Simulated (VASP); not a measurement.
Level of theory: r2SCAN meta-GGA, VASP's PBE PAW potentials (set 64) (plane waves; VASP 6.6.1).

VASP ran on this input.

POSCAR:
```
Ba
1
   -2.5404333033     2.5404333033     2.5404333033
    2.5404333033    -2.5404333033     2.5404333033
    2.5404333033     2.5404333033    -2.5404333033
Ba
1
Direct
  1.0000000000   1.0000000000   1.0000000000
```

**INCAR**
```
LCHARG = .FALSE.
IBRION = 2   ! conjugate gradients
SIGMA = 0.1   ! width (eV)
NELM = 100
SYSTEM = Ba
LASPH = .TRUE.
NSW = 60   ! most ionic steps
LMAXMIX = 4
EDIFFG = -0.01   ! ionic stop
LMIXTAU = .TRUE.
ISIF = 3
EDIFF = 1E-6
METAGGA = R2SCAN
ALGO = Normal   ! blocked Davidson
LWAVE = .FALSE.
LREAL = .FALSE.   ! projection in real space or not
ISMEAR = 1
PREC = Accurate
ENCUT = 520
```

**KPOINTS**
```
Regular mesh
0
Gamma
  9 9 9
```

POTCAR, in this order: Ba_sv (PBE.64 set). Program: vasp_std.

The run wrote:

### OUTCAR
```
 ion  position               nearest neighbor table
   1  0.000  0.000  0.000-
  LATTYP: Found a body centered cubic cell.
 ALAT       =     5.0808666066
 Subroutine PRICEL returns:
 Original cell was already a primitive cell.
 Subroutine GETGRP returns: Found 48 space group operations
The static configuration has the point symmetry O_h .
The dynamic configuration has the point symmetry O_h .
 Subroutine INISYM returns: Found 48 space group operations
 Subroutine IBZKPT returns following result:
 Found     35 irreducible k-points:

 Following reciprocal coordinates:
            Coordinates               Weight
  0.000000  0.000000  0.000000      1.000000
  0.111111  0.000000  0.000000     12.000000
  0.222222  0.000000  0.000000     12.000000
  0.333333  0.000000  0.000000     12.000000
  0.444444  0.000000  0.000000     12.000000
  0.111111  0.111111  0.000000     24.000000
  0.222222  0.111111  0.000000     48.000000
  0.333333  0.111111 -0.000000     48.000000
  0.444444  0.111111 -0.000000     24.000000
  0.222222  0.222222  0.000000     24.000000
  0.333333  0.222222 -0.000000     48.000000
  0.333333  0.333333  0.000000      8.000000
  0.111111  0.111111  0.111111      8.000000
  0.222222  0.111111  0.111111     24.000000
  0.333333  0.111111  0.111111     24.000000
 -0.111111  0.111111  0.111111      6.000000
  0.222222  0.222222  0.111111     24.000000
  0.333333  0.222222  0.111111     24.000000
 -0.222222  0.222222  0.111111     24.000000
 -0.333333  0.333333  0.111111     24.000000
 -0.222222  0.333333  0.111111     24.000000
 -0.444444  0.444444  0.111111     24.000000
 -0.333333  0.444444  0.111111     48.000000
 -0.444444 -0.444444  0.111111     24.000000
 -0.333333 -0.444444  0.111111     24.000000
  0.222222  0.222222  0.222222      8.000000
 -0.222222  0.222222  0.222222      6.000000
 -0.333333  0.333333  0.222222     24.000000
 -0.444444  0.444444  0.222222     24.000000
 -0.333333  0.444444  0.222222     24.000000
 -0.444444 -0.444444  0.222222     24.000000
 -0.333333  0.333333  0.333333      6.000000
 -0.444444  0.444444  0.333333     24.000000
 -0.444444 -0.444444  0.333333      8.000000
 -0.444444  0.444444  0.444444      6.000000
   k-points           NKPTS =     35   k-points in BZ     NKDIM =     35   number of bands    NBANDS=      9
   number of dos      NEDOS =    301   number of ions     NIONS =      1
   total plane-waves  NPLWV =  46656
   dimension x,y,z NGX =    36 NGY =   36 NGZ =   36
   dimension x,y,z NGXF=    72 NGYF=   72 NGZF=   72
   ions per type =               1
   PREC   = accura    normal or accurate (medium, high low for compatibility)
   ISTART =      0    job   : 0-new  1-cont  2-samecut
   ICHARG =      2    charge: 1-file 2-atom 10-const
   ISPIN  =      1    spin polarized calculation?
   LNONCOLLINEAR =      F non collinear calculations
   LSORBIT =      F    spin-orbit coupling
   INIWAV =      1    electr: 0-lowe 1-rand  2-diag
   ENCUT  =  520.0 eV  38.22 Ry    6.18 a.u.   8.18  8.18  8.18*2*pi/ulx,y,z
   NELM   =    100;   NELMIN=  2; NELMDL= -5     # of ELM steps
   EDIFF  = 0.1E-05   stopping-criterion for ELM
   LREAL  =      F    real-space projection
   NLSPLINE    = F    spline interpolate recip. space projectors
   LMAXMIX     =    4 max onsite mixed and CHGCAR
   VOSKOWN=      0    Vosko Wilk Nusair interpolation
   EDIFFG = -.1E-01   stopping-criterion for IOM
   NSW    =     60    number of steps for IOM
   NBLOCK =      1;   KBLOCK =     60    inner block; outer block
   IBRION =      2    ionic relax: 0-MD 1-quasi-New 2-CG
   NFREE  =      1    steps in history (QN), initial steepest desc. (CG)
...
```

**OSZICAR**
```
       N       E                     dE             d eps       ncg     rms          rms(c)
DAV:   1     0.329225294550E+02    0.32923E+02   -0.44545E+03   630   0.944E+02
DAV:   2    -0.264627771523E+02   -0.59385E+02   -0.58534E+02   777   0.154E+02
DAV:   3    -0.291721601898E+02   -0.27094E+01   -0.27003E+01   838   0.388E+01
DAV:   4    -0.292411168284E+02   -0.68957E-01   -0.68895E-01  1039   0.502E+00
DAV:   5    -0.292414627529E+02   -0.34592E-03   -0.34586E-03   877   0.295E-01    0.149E+00
DAV:   6    -0.258169597661E+02    0.34245E+01   -0.10129E+00   945   0.785E+00    0.131E+00
DAV:   7    -0.258740436912E+02   -0.57084E-01   -0.53301E-02   684   0.263E+00    0.142E+00
DAV:   8    -0.262668314608E+02   -0.39279E+00   -0.13087E-01   699   0.431E+00    0.459E-01
DAV:   9    -0.261524933451E+02    0.11434E+00   -0.31233E-02   764   0.239E+00    0.278E-01
DAV:  10    -0.262346383515E+02   -0.82145E-01   -0.11521E-01   674   0.338E+00    0.215E-01
DAV:  11    -0.262362775416E+02   -0.16392E-02   -0.11150E-03   981   0.182E-01    0.225E-01
DAV:  12    -0.262061822406E+02    0.30095E-01   -0.31842E-02   637   0.179E+00    0.334E-01
DAV:  13    -0.264257143942E+02   -0.21953E+00   -0.23833E-01   693   0.473E+00    0.203E-01
DAV:  14    -0.264186015648E+02    0.71128E-02   -0.51258E-03   726   0.652E-01    0.195E-01
DAV:  15    -0.264178932185E+02    0.70835E-03   -0.61076E-02   706   0.252E+00    0.216E-01
DAV:  16    -0.264248356301E+02   -0.69424E-02   -0.11292E-02   657   0.115E+00    0.200E-01
DAV:  17    -0.264249932391E+02   -0.15761E-03   -0.71952E-05  1016   0.650E-02    0.199E-01
DAV:  18    -0.264251169829E+02   -0.12374E-03   -0.13344E-04   680   0.148E-01    0.201E-01
DAV:  19    -0.264239771168E+02    0.11399E-02   -0.47251E-04   709   0.239E-01    0.225E-01
DAV:  20    -0.264258295030E+02   -0.18524E-02   -0.62765E-04   702   0.308E-01    0.195E-01
DAV:  21    -0.264301608622E+02   -0.43314E-02   -0.92466E-03   713   0.947E-01    0.164E-01
DAV:  22    -0.264293539223E+02    0.80694E-03   -0.19078E-03   866   0.475E-01    0.194E-01
DAV:  23    -0.264318832495E+02   -0.25293E-02   -0.17547E-03   711   0.462E-01    0.154E-01
DAV:  24    -0.264332704217E+02   -0.13872E-02   -0.14238E-03   709   0.425E-01    0.118E-01
DAV:  25    -0.264336223254E+02   -0.35190E-03   -0.38186E-04   797   0.223E-01    0.110E-01
DAV:  26    -0.264335515092E+02    0.70816E-04   -0.36484E-05   779   0.661E-02    0.939E-02
DAV:  27    -0.264333110390E+02    0.24047E-03   -0.38263E-04   669   0.272E-01    0.759E-02
DAV:  28    -0.264333074200E+02    0.36190E-05   -0.60020E-05   662   0.876E-02    0.615E-02
DAV:  29    -0.264333805354E+02   -0.73115E-04   -0.66057E-05   668   0.969E-02    0.458E-02
DAV:  30    -0.264333887740E+02   -0.82386E-05   -0.25223E-05   760   0.567E-02    0.305E-02
DAV:  31    -0.264333708479E+02    0.17926E-04   -0.69703E-05   667   0.885E-02    0.251E-02
DAV:  32    -0.264334071049E+02   -0.36257E-04   -0.48938E-05   809   0.711E-02    0.247E-02
DAV:  33    -0.264334182639E+02   -0.11159E-04   -0.40701E-05   697   0.697E-02    0.203E-02
DAV:  34    -0.264334222210E+02   -0.39571E-05   -0.53247E-06   794   0.242E-02    0.144E-02
DAV:  35    -0.264334244938E+02   -0.22728E-05   -0.15950E-06   638   0.152E-02    0.769E-03
DAV:  36    -0.264334254885E+02   -0.99474E-06   -0.16578E-06   682   0.156E-02
   1 F= -.26433425E+02 E0= -.26433041E+02  d E =-.264334E+02
```

**OUTCAR**
```
------------------------ aborting loop because EDIFF is reached ----------------------------------------
  FORCE on cell =-STRESS in cart. coord.  units (eV):
  Direction    XX          YY          ZZ          XY          YZ          ZX
  --------------------------------------------------------------------------------------
  Total        0.0067156      0.0067156      0.0067156      0.0000000      0.0000000     -0.0000000
  in kB        0.1640638      0.1640638      0.1640638      0.0000000      0.0000000     -0.0000000
  external PRESSURE =       0.1640638 kB  Pullay stress =       0.0000000 kB
  volume of cell :       65.58
      direct lattice vectors                 reciprocal lattice vectors
    -2.540433303  2.540433303  2.540433303     0.000000000  0.196816818  0.196816818
     2.540433303 -2.540433303  2.540433303     0.196816818  0.000000000  0.196816818
     2.540433303  2.540433303 -2.540433303     0.196816818  0.196816818  0.000000000
 POSITION                                       TOTAL-FORCE (eV/Angst)
 -----------------------------------------------------------------------------------
      0.00000      0.00000      0.00000        -0.000000      0.000000     -0.000000
 -----------------------------------------------------------------------------------
    total drift:                                0.000000     -0.000000      0.000000
  FREE ENERGIE OF THE ION-ELECTRON SYSTEM (eV)
  ---------------------------------------------------
  free  energy   TOTEN  =       -26.4334254885 eV

  energy  without entropy=      -26.4322715807  energy(sigma->0) =      -26.43304085

 reached required accuracy - stopping structural energy minimisation
```
(Selected blocks of OUTCAR.)

The compound is Ba in the bcc structure. It was relaxed first. The start is the result of an earlier pass.
